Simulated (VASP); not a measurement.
Calculation: PBE GGA, VASP's PBE PAW potentials (set 64) (plane waves; VASP).

VASP input:

File KPOINTS:
```
K-points
0
Gamma
  2 2 2
0 0 0
```

INCAR:
```
! general
SYSTEM  = Bi
PREC    = Accurate
ENCUT   = 300
LREAL   = .False.
LASPH   = .True.

! electronic loop
EDIFF   = 1E-6
NELM    = 100
ALGO    = Normal
LMAXMIX = 4

! smearing
ISMEAR  = 0
SIGMA   = 0.272

! functional
GGA     = PE

! ions
ISIF    = 2

! output
LWAVE   = .False.
LCHARG  = .False.
```

### POSCAR
```
Bi
1
    4.2270570000    -2.3084420000     0.0000000000
    4.2270570000     2.3084420000     0.0000000000
    2.9663910000     0.0000000000     3.7943960000
Bi
2
Direct
  0.2340000000   0.2340000000   0.2340000000
  0.7660000000   0.7660000000   0.7660000000
```

POTCAR, in this order: Bi_d (PBE.64 set). Program: vasp_std.

What VASP printed:

File OUTCAR:
```
 ion  position               nearest neighbor table
   1  0.234  0.234  0.234-   2 3.12   2 3.12   2 3.12   2 3.58   2 3.58   2 3.58
   2  0.766  0.766  0.766-   1 3.12   1 3.12   1 3.12   1 3.58   1 3.58   1 3.58
  LATTYP: Found a trigonal (rhomboedric) cell.
 ALAT       =     4.8163176129
 COS(alpha) =     0.5405504707
 Subroutine PRICEL returns:
 Original cell was already a primitive cell.
 Subroutine GETGRP returns: Found 12 space group operations
The static configuration has the point symmetry D_3d.
The dynamic configuration has the point symmetry D_3d.
 Subroutine INISYM returns: Found 12 space group operations
 Subroutine IBZKPT returns following result:
 Found      4 irreducible k-points:

 Following reciprocal coordinates:
            Coordinates               Weight
  0.000000  0.000000  0.000000      1.000000
  0.500000 -0.000000  0.000000      3.000000
  0.500000  0.500000  0.000000      3.000000
  0.500000  0.500000  0.500000      1.000000
   k-points           NKPTS =      4   k-points in BZ     NKDIM =      4   number of bands    NBANDS=     19
   number of dos      NEDOS =    301   number of ions     NIONS =      2
   total plane-waves  NPLWV =  21952
   dimension x,y,z NGX =    28 NGY =   28 NGZ =   28
...
```

### OSZICAR
```
       N       E                     dE             d eps       ncg     rms          rms(c)
DAV:   1     0.253448842222E+03    0.25345E+03   -0.12783E+04   152   0.132E+03
DAV:   2     0.125025470962E+02   -0.24095E+03   -0.23833E+03   152   0.389E+02
DAV:   3    -0.579792031452E+01   -0.18300E+02   -0.17947E+02   178   0.132E+02
DAV:   4    -0.631622007764E+01   -0.51830E+00   -0.51593E+00   175   0.249E+01
DAV:   5    -0.633634830602E+01   -0.20128E-01   -0.20127E-01   223   0.399E+00    0.134E+00
DAV:   6    -0.627904272897E+01    0.57306E-01   -0.74574E-02   189   0.172E+00    0.803E-01
DAV:   7    -0.626565070805E+01    0.13392E-01   -0.66304E-02   190   0.158E+00    0.276E-01
DAV:   8    -0.626652407010E+01   -0.87336E-03   -0.95743E-03   164   0.677E-01    0.512E-02
DAV:   9    -0.626661683122E+01   -0.92761E-04   -0.94441E-04   170   0.246E-01    0.313E-02
DAV:  10    -0.626660700446E+01    0.98268E-05   -0.12947E-04   197   0.105E-01    0.950E-03
DAV:  11    -0.626661054315E+01   -0.35387E-05   -0.26776E-05   174   0.375E-02    0.320E-03
DAV:  12    -0.626661085572E+01   -0.31257E-06   -0.18789E-06   138   0.142E-02
   1 F= -.62666109E+01 E0= -.62035868E+01  d E =-.126048E+00
```

**OUTCAR**
```
------------------------ aborting loop because EDIFF is reached ----------------------------------------
  FORCE on cell =-STRESS in cart. coord.  units (eV):
  Direction    XX          YY          ZZ          XY          YZ          ZX
  --------------------------------------------------------------------------------------
  Total        2.2380266      1.9131409      1.9490044      0.0000000      0.0000000      0.1079411
  in kB       48.4223761     41.3930871     42.1690373      0.0000000      0.0000000      2.3354335
  external PRESSURE =      43.9948335 kB  Pullay stress =       0.0000000 kB
  volume of cell :       74.05
      direct lattice vectors                 reciprocal lattice vectors
     4.227057000 -2.308442000  0.000000000     0.118285606 -0.216596302 -0.092473574
     4.227057000  2.308442000  0.000000000     0.118285606  0.216596302 -0.092473574
     2.966391000  0.000000000  3.794396000     0.000000000  0.000000000  0.263546557
 POSITION                                       TOTAL-FORCE (eV/Angst)
 -----------------------------------------------------------------------------------
      2.67240      0.00000      0.88789        -2.334342      0.000000     -0.775572
      8.74811      0.00000      2.90651         2.334342      0.000000      0.775572
 -----------------------------------------------------------------------------------
    total drift:                               -0.000000      0.000000     -0.000000
  FREE ENERGIE OF THE ION-ELECTRON SYSTEM (eV)
  ---------------------------------------------------
  free  energy   TOTEN  =        -6.2666108557 eV

  energy  without entropy=       -6.1405627252  energy(sigma->0) =       -6.20358679
```
(Selected blocks of OUTCAR.)

OUTCAR:
```
 val. band max:        5.4992284438   @ k =   0.5000  -0.0000   0.0000

 cond. band min:       5.6340993864   @ k =   0.5000  -0.0000   0.0000


 Fermi energy:         5.5854868741

 k-point     1 :       0.0000    0.0000    0.0000
  band No.  band energies     occupation
      1     -16.8762      2.00000
      2     -16.8762      2.00000
      3     -16.7622      2.00000
      4     -16.7363      2.00000
      5     -16.7363      2.00000
      6     -16.6204      2.00000
      7     -16.5673      2.00000
      8     -16.5673      2.00000
      9     -16.4708      2.00000
     10     -16.4708      2.00000
     11      -6.8892      2.00000
     12      -1.7971      2.00000
     13       4.4158      2.00000
     14       4.7365      1.99999
     15       4.7365      1.99999
     16       8.3382      0.00000
     17       8.7244      0.00000
     18       8.7244      0.00000
     19      11.3417      0.00000

 k-point     2 :       0.5000   -0.0000    0.0000
  band No.  band energies     occupation
      1     -16.7875      2.00000
      2     -16.7504      2.00000
      3     -16.7204      2.00000
      4     -16.6940      2.00000
      5     -16.6672      2.00000
      6     -16.6540      2.00000
      7     -16.6439      2.00000
      8     -16.6180      2.00000
      9     -16.5989      2.00000
     10     -16.5453      2.00000
     11      -5.0859      2.00000
     12      -4.5354      2.00000
     13       4.5898      2.00000
     14       4.8210      1.99993
     15       5.4992      1.34620
     16       5.6341      0.80046
     17       6.3257      0.00012
     18       6.7885      0.00000
     19      13.2266      0.00000

 k-point     3 :       0.5000    0.5000    0.0000
  band No.  band energies     occupation
      1     -16.8645      2.00000
      2     -16.7689      2.00000
      3     -16.7331      2.00000
      4     -16.6876      2.00000
      5     -16.6625      2.00000
      6     -16.6469      2.00000
      7     -16.6456      2.00000
...
```

At this cut-off the stress carries a Pulay error, which pulls relaxed volumes low. Unless said otherwise, spin-orbit coupling is left out, though it shifts the bands of the heavy elements here.

The structure is a typed Bi crystal. The cell was not relaxed at this level. The k-mesh is coarse (spacing up to 0.83 per Å, 2π included), so the numbers may not be converged in it. The run is one of a series of settings (KPOINTS 2×2×2 Γ-centred mesh against the base run), some of them coarse on purpose.
